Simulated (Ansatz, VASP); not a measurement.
## Zr (Zirconium) in two plane-wave programs

Aim: how closely do two programs agree when they are given the same cell, functional and k mesh? The cell is taken from a series of runs on this material, whose earlier steps may have relaxed, scaled, displaced or heated it; both programs get it as it stands.

Calculated with Ansatz 0.2.0; plane waves, with VASP 6.6.1 beside it; LDA.

### 1. The structure

The structure is hexagonal, space group P6_3/mmc (No. 194). Conventional cell: a = 3.147 Å, b = 3.147 Å, c = 5.081 Å, α = 90.00°, β = 90.00°, γ = 120.00°. Nearest to Zr lie 12 Zr at 3.12 to 3.15 Å.

Coordinates:

```xyz
2
Lattice="3.1473 0.0000 0.0000 -1.5737 2.7256 0.0000 0.0000 0.0000 5.0807" Properties=species:S:1:pos:R:3 pbc="T T T"
Zr    0.0000    1.8171    1.2702
Zr    1.5737    0.9085    3.8105
```

### 2. VASP: zone-centre phonons, LDA

Second derivatives magnify differences that forces hide, and they need a tight electronic threshold.

Lines of VASP's logs that name or quote its potential files are left out, and so is its time.

INCAR

```
SYSTEM = Zr
PREC = Accurate
ENCUT = 500
EDIFF = 1E-08
NELM = 120
ISMEAR = 1
SIGMA = 0.2
LREAL = .FALSE.
ALGO = Normal
GGA = PW92
NBANDS = 18
LASPH = .TRUE.
LORBIT = 11
LWAVE = .FALSE.
LCHARG = .FALSE.
ISIF = 2
IBRION = 8
GGA_COMPAT = .FALSE.
KPAR = 2
```

POSCAR

```
Zr
1.0
    3.1473060198      0.0000000000      0.0000000000
   -1.5736530099      2.7256469667      0.0000000000
    0.0000000000      0.0000000000      5.0806852396
Zr
2
Direct
    0.3333333334      0.6666666668      0.2500000000
    0.6666666668      0.3333333334      0.7500000000
```

KPOINTS

```
Automatic mesh
0
Gamma
18 18 10
0 0 0
```

PAW data sets: Zr_sv (LDA family, release 64).

Command:

```bash
$ mpirun -np 2 vasp_std
```

Numbers of over 12 decimals in the logs are rounded to 6 here.

The log of the run:

```text
[banner, memory and clock lines left out]
running    2 mpi-ranks, on    1 nodes
 distrk:  each k-point on    1 cores,    2 groups
 distr:  one band on    1 cores,    1 groups

 POSCAR found type information on POSCAR Zr
 POSCAR found :  1 types and       2 ions
|                                                                             |
|               ----> ADVICE to this user running VASP <----                  |
|                                                                             |
|     You enforced a specific xc type in the INCAR file but a different       |
|     [... a line on the potential file left out ...]
|     I HOPE YOU KNOW WHAT YOU ARE DOING!                                     |
|                                                                             |

 LDA part: xc-table for (Slater(with rela. corr.)+PW92), standard interpolation
 POSCAR, INCAR and KPOINTS ok, starting setup
 FFT: planning ... GRIDC
 FFT: planning ... GRID_SOFT
 FFT: planning ... GRID
 WAVECAR not read
 entering main loop
       N       E                     dE             d eps       ncg     rms          rms(c)
DAV:   1     0.209609964022E+03    0.20961E+03   -0.13195E+04  8008   0.130E+03
DAV:   2    -0.352189643255E+01   -0.21313E+03   -0.20974E+03  9276   0.380E+02
DAV:   3    -0.188968123260E+02   -0.15375E+02   -0.15258E+02 14528   0.741E+01
DAV:   4    -0.192407323493E+02   -0.34392E+00   -0.34333E+00  9316   0.117E+01
DAV:   5    -0.192509757487E+02   -0.10243E-01   -0.10239E-01 11910   0.139E+00    0.163E+01
DAV:   6    -0.186719223933E+02    0.57905E+00   -0.86983E-01  8646   0.728E+00    0.665E+00
DAV:   7    -0.185591802680E+02    0.11274E+00   -0.56898E-01 11654   0.499E+00    0.108E+00
DAV:   8    -0.185621105314E+02   -0.29303E-02   -0.33007E-02 10486   0.148E+00    0.257E-01
DAV:   9    -0.185623650940E+02   -0.25456E-03   -0.11972E-03 10222   0.325E-01    0.310E-02
DAV:  10    -0.185623508975E+02    0.14197E-04   -0.38431E-05 11758   0.401E-02    0.239E-02
DAV:  11    -0.185623516688E+02   -0.77133E-06   -0.81030E-06  8764   0.335E-02    0.223E-03
DAV:  12    -0.185623516088E+02    0.60067E-07   -0.30812E-07 10862   0.378E-03    0.187E-03
DAV:  13    -0.185623516129E+02   -0.41864E-08   -0.24699E-08  6876   0.115E-03
   1 F= -.18562352E+02 E0= -.18562573E+02  d E =0.663701E-03
 Linear response reoptimize wavefunctions to high precision
DAV:   1    -0.185623516167E+02   -0.38067E-08   -0.59913E-09  7636   0.805E-04
DAV:   2    -0.185623516168E+02   -0.63665E-10   -0.36147E-10  4784   0.145E-04
 Linear response DOF=           2
 Linear response progress:
  Degree of freedom:   1/  2
       N       E                     dE             d eps       ncg     rms          rms(c)
RMM:   1    -0.652846296029E+00   -0.65285E+00    0.27582E+00 37976   0.134E+01
RMM:   2    -0.604405152619E+00    0.48441E-01   -0.23999E-01 57663   0.271E+00    0.233E-01
RMM:   3    -0.605997324152E+00   -0.15922E-02   -0.37580E-02 70898   0.950E-01    0.735E-02
RMM:   4    -0.608172634979E+00   -0.21753E-02   -0.48806E-03 85673   0.345E-01    0.249E-02
RMM:   5    -0.608745266474E+00   -0.57263E-03   -0.83149E-04 84075   0.142E-01    0.168E-02
RMM:   6    -0.608781943354E+00   -0.36677E-04   -0.19722E-04 90671   0.611E-02    0.169E-02
RMM:   7    -0.608714902807E+00    0.67041E-04   -0.61050E-05 85402   0.355E-02    0.364E-03
RMM:   8    -0.608676630193E+00    0.38273E-04   -0.23511E-05 90822   0.159E-02    0.546E-03
RMM:   9    -0.608656324709E+00    0.20305E-04   -0.89876E-06 88902   0.931E-03    0.347E-03
RMM:  10    -0.608643892405E+00    0.12432E-04   -0.35607E-06 88297   0.632E-03    0.905E-04
RMM:  11    -0.608643176970E+00    0.71543E-06   -0.25852E-06 93839   0.371E-03    0.374E-04
RMM:  12    -0.608642966520E+00    0.21045E-06   -0.14482E-06 91304   0.247E-03    0.836E-05
RMM:  13    -0.608644131548E+00   -0.11650E-05   -0.60611E-07 92020   0.172E-03    0.453E-05
RMM:  14    -0.608644188973E+00   -0.57425E-07   -0.90191E-08 93643   0.128E-03    0.479E-05
[...]
RMM:  21    -0.608643376963E+00    0.67674E-06    0.50581E-07 75992   0.456E-04    0.512E-06
RMM:  22    -0.608643332033E+00    0.44930E-07    0.47738E-07 86373   0.396E-04    0.553E-06
RMM:  23    -0.608643314317E+00    0.17716E-07    0.45186E-07 86301   0.361E-04    0.940E-06
RMM:  24    -0.608643369046E+00   -0.54729E-07    0.43598E-07 86409   0.335E-04    0.154E-05
RMM:  25    -0.608643313300E+00    0.55746E-07    0.40735E-07 84898   0.313E-04    0.152E-05
RMM:  26    -0.608643234527E+00    0.78773E-07    0.38603E-07 86203   0.296E-04    0.129E-05
RMM:  27    -0.608643183011E+00    0.51516E-07    0.36141E-07 86188   0.279E-04    0.125E-05
RMM:  28    -0.608643183834E+00   -0.82320E-09    0.33604E-07 80372   0.264E-04    0.144E-05
 first order change of Fermi-energy   0.10952E-04
 force on displaced ion       1 direction 1 :  -0.464  -0.000   0.000
 Linear response progress:
  Degree of freedom:   2/  2
       N       E                     dE             d eps       ncg     rms          rms(c)
RMM:   1    -0.775981093776E+00   -0.77598E+00    0.30007E+00 13018   0.136E+01
RMM:   2    -0.727627005430E+00    0.48354E-01   -0.26924E-01 19279   0.279E+00    0.248E-01
RMM:   3    -0.731139785845E+00   -0.35128E-02   -0.45182E-02 23642   0.982E-01    0.840E-02
RMM:   4    -0.733748007504E+00   -0.26082E-02   -0.55734E-03 26746   0.355E-01    0.315E-02
RMM:   5    -0.734101154159E+00   -0.35315E-03   -0.90384E-04 28098   0.147E-01    0.198E-02
RMM:   6    -0.734013803255E+00    0.87351E-04    0.30335E-04 29145   0.653E-02    0.149E-02
RMM:   7    -0.733917565668E+00    0.96238E-04    0.91756E-05 29233   0.357E-02    0.504E-03
RMM:   8    -0.733922325162E+00   -0.47595E-05   -0.23435E-05 29126   0.185E-02    0.125E-03
RMM:   9    -0.733906173164E+00    0.16152E-04    0.97545E-06 30440   0.101E-02    0.295E-04
RMM:  10    -0.733908336021E+00   -0.21629E-05   -0.65842E-06 30787   0.559E-03    0.239E-04
RMM:  11    -0.733908962916E+00   -0.62690E-06   -0.65074E-06 30437   0.345E-03    0.144E-04
RMM:  12    -0.733911013732E+00   -0.20508E-05   -0.94298E-06 29615   0.249E-03    0.497E-05
RMM:  13    -0.733910571905E+00    0.44183E-06   -0.62830E-06 30740   0.177E-03    0.322E-05
RMM:  14    -0.733910878821E+00   -0.30692E-06   -0.43968E-06 29272   0.136E-03    0.118E-05
RMM:  15    -0.733910691679E+00    0.18714E-06   -0.34065E-06 29724   0.106E-03    0.333E-05
RMM:  16    -0.733910528012E+00    0.16367E-06   -0.23956E-06 30075   0.856E-04    0.591E-05
RMM:  17    -0.733910773173E+00   -0.24516E-06   -0.28874E-06 27696   0.714E-04    0.436E-05
RMM:  18    -0.733910752660E+00    0.20514E-07   -0.15837E-06 29315   0.592E-04    0.399E-05
RMM:  19    -0.733910634220E+00    0.11844E-06    0.13049E-07 30071   0.503E-04    0.429E-05
RMM:  20    -0.733910689311E+00   -0.55090E-07    0.11798E-07 29091   0.438E-04    0.431E-05
 first order change of Fermi-energy  -0.13095E-03
 force on displaced ion       1 direction 3 :  -0.000  -0.000  -4.820
 Linear response finished
```

OUTCAR, selected parts (step 2):

```text
ion  position               nearest neighbor table
   1  0.333  0.667  0.250-   2 3.12   2 3.12   2 3.12   2 3.12   2 3.12   2 3.12
   2  0.667  0.333  0.750-   1 3.12   1 3.12   1 3.12   1 3.12   1 3.12   1 3.12

  LATTYP: Found a hexagonal cell.
 ALAT       =     3.1473060198
 C/A-ratio  =     1.6142965468

 Subroutine GETGRP returns: Found 24 space group operations
 (whereof 12 operations were pure point group operations)

The static configuration has the point symmetry D_3d.
 The point group associated with its full space group is D_6h.

 Found    222 irreducible k-points:

   k-points           NKPTS =    222   k-points in BZ     NKDIM =    222   number of bands    NBANDS=     18

   dimension x,y,z NGX =    24 NGY =   24 NGZ =   40
   dimension x,y,z NGXF=    48 NGYF=   48 NGZF=   80

   ENCUT  =  500.0 eV  36.75 Ry    6.06 a.u.   5.74  5.74  9.26*2*pi/ulx,y,z

   NELECT =      24.0000    total number of electrons

 k-points in reciprocal lattice and weights: Automatic mesh
   0.00000000  0.00000000  0.00000000       0.000
   0.05555556  0.00000000  0.00000000       0.002
   0.11111111  0.00000000  0.00000000       0.002
   0.16666667  0.00000000  0.00000000       0.002
   0.22222222  0.00000000  0.00000000       0.002
   0.27777778  0.00000000  0.00000000       0.002
   0.33333333  0.00000000  0.00000000       0.002
   0.38888889  0.00000000  0.00000000       0.002
   0.44444444  0.00000000  0.00000000       0.002
[...]
0.33333333  0.27777778  0.50000000       0.004
   0.33333333  0.33333333  0.50000000       0.001

 average (electrostatic) potential at core
       1 -73.5375       2 -73.5375

  Total       -0.0090809     -0.0090809      0.0108936      0.0000000      0.0000000      0.0000000
  in kB       -0.3338185     -0.3338185      0.4004520      0.0000000      0.0000000      0.0000000
  external PRESSURE =      -0.0890617 kB  Pullay stress =       0.0000000 kB

  energy-cutoff  :      500.00
  volume of cell :       43.58
      direct lattice vectors                 reciprocal lattice vectors
     3.147306020  0.000000000  0.000000000     0.317732052  0.183442686  0.000000000
    -1.573653010  2.725646967  0.000000000     0.000000000  0.366885372  0.000000000
     0.000000000  0.000000000  5.080685240     0.000000000  0.000000000  0.196823844

 POSITION                                       TOTAL-FORCE (eV/Angst)
 -----------------------------------------------------------------------------------
      0.00000      1.81710      1.27017        -0.000000     -0.000000      0.000000
      1.57365      0.90855      3.81051         0.000000      0.000000      0.000000
 -----------------------------------------------------------------------------------
    total drift:                               -0.000000     -0.000000      0.000000

 Eigenvectors and eigenvalues of the dynamical matrix
 ----------------------------------------------------

   1 f  =    5.082142 THz    31.932041 2PiTHz  169.522017 cm-1    21.018042 meV
             X         Y         Z           dx          dy          dz
      0.000000  1.817098  1.270171     0.000000    0.000000    0.707107
      1.573653  0.908549  3.810514    -0.000000   -0.000000   -0.707107

   2 f  =    1.577345 THz     9.910752 2PiTHz   52.614572 cm-1     6.523373 meV
             X         Y         Z           dx          dy          dz
      0.000000  1.817098  1.270171    -0.000000   -0.707107   -0.000000
      1.573653  0.908549  3.810514     0.000000    0.707107   -0.000000

   3 f  =    1.577345 THz     9.910752 2PiTHz   52.614571 cm-1     6.523373 meV
             X         Y         Z           dx          dy          dz
      0.000000  1.817098  1.270171     0.707107    0.000000    0.000000
      1.573653  0.908549  3.810514    -0.707107    0.000000    0.000000

   4 f  =    0.000000 THz     0.000000 2PiTHz    0.000001 cm-1     0.000000 meV
             X         Y         Z           dx          dy          dz
      0.000000  1.817098  1.270171    -0.197669    0.625011   -0.265119
      1.573653  0.908549  3.810514    -0.197669    0.625011   -0.265119

   5 f/i=    0.000000 THz     0.000000 2PiTHz    0.000000 cm-1     0.000000 meV
             X         Y         Z           dx          dy          dz
      0.000000  1.817098  1.270171     0.678895    0.179827   -0.082240
      1.573653  0.908549  3.810514     0.678895    0.179827   -0.082240

   6 f/i=    0.000000 THz     0.000000 2PiTHz    0.000003 cm-1     0.000000 meV
             X         Y         Z           dx          dy          dz
      0.000000  1.817098  1.270171     0.005268    0.277531    0.650345
      1.573653  0.908549  3.810514     0.005268    0.277531    0.650345

 ELASTIC MODULI CONTR FROM IONIC RELAXATION (kBar)
 Direction    XX          YY          ZZ          XY          YZ          ZX
 --------------------------------------------------------------------------------
 XX         -71.5362     71.5362     -0.0000     -0.0000     -0.0000      0.0000
 YY          71.5362    -71.5362      0.0000      0.0000      0.0000      0.0000
 ZZ          -0.0000      0.0000     -0.0000     -0.0000     -0.0000      0.0000
 XY          -0.0000      0.0000     -0.0000    -71.5362     -0.0000      0.0000
 YZ          -0.0000      0.0000     -0.0000     -0.0000     -0.0000      0.0000
 ZX           0.0000      0.0000      0.0000      0.0000      0.0000      0.0000
 --------------------------------------------------------------------------------
```

Energies printed during the response cycles are not total energies of the cell.

(Continued in part 2 of 2.)

[Lines on the potential files, build, host, timing and source positions are cut from VASP's logs without a mark.]

[Logs are printed without paths, hosts, clocks, repeated set-up lines and the standing remarks that a program may print on its own settings, such as how far it seeks lower states.]

[Hosts, paths, dates, database ids (printed as entryN), source tags and the programs' standing remarks are cut or masked in the printed files.]
